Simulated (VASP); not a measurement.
Calculation: LDA (Ceperley-Alder, Perdew-Zunger), VASP's LDA PAW potentials (set 64) (plane waves; VASP 6.6.1).

The input files of a VASP run:

INCAR:
```
! general
SYSTEM   =  PbSe
PREC     =  Accurate
ENCUT    =  400
LREAL    =  .FALSE.
LASPH    =  .TRUE.   ! aspherical one-centre terms
NBANDS   =  42

! electronic loop
EDIFF    =  1E-7   ! SCF stop (eV)
NELM     =  100   ! most electronic steps
ALGO     =  Normal   ! blocked Davidson
LMAXMIX  =  4   ! l cut-off of mixed one-centre charges

! smearing
ISMEAR   =  0   ! Gaussian
SIGMA    =  0.01

! output
LWAVE    =  .FALSE.
LCHARG   =  .FALSE.
NEDOS    =  1001   ! DOS grid

! other
LOPTICS  =  .TRUE.
CSHIFT   =  0.1
```

File KPOINTS:
```
K-points
0
Gamma
  17 17 17
```

File POSCAR:
```
PbSe
1.0
  0.0000000000   3.0216902957   3.0216902957
  3.0216902957   0.0000000000   3.0216902957
  3.0216902957   3.0216902957   0.0000000000
Pb Se
1 1
direct
  0.0000000000   0.0000000000   0.0000000000
  0.5000000000   0.5000000000   0.5000000000
```

POTCAR, in this order: Pb_d Se (LDA.64 set). Program: vasp_std.

Q: What will the output report for the number of irreducible k-points (NKPTS), largest plane-wave count, number of space-group operations, FFT grid (NGX, NGY, NGZ)?

A: 
```json
{
  "number of irreducible k-points (NKPTS)": "165",
  "largest_plane_wave_count": "1018",
  "number_of_space_group_operations": "48",
  "FFT grid (NGX, NGY, NGZ)": "28 × 28 × 28"
}
```

The structure comes from a computed database's PbSe entry (Fm-3m); how it stands against other phases isn't given here. It was relaxed first, which changed the volume by -7 %.
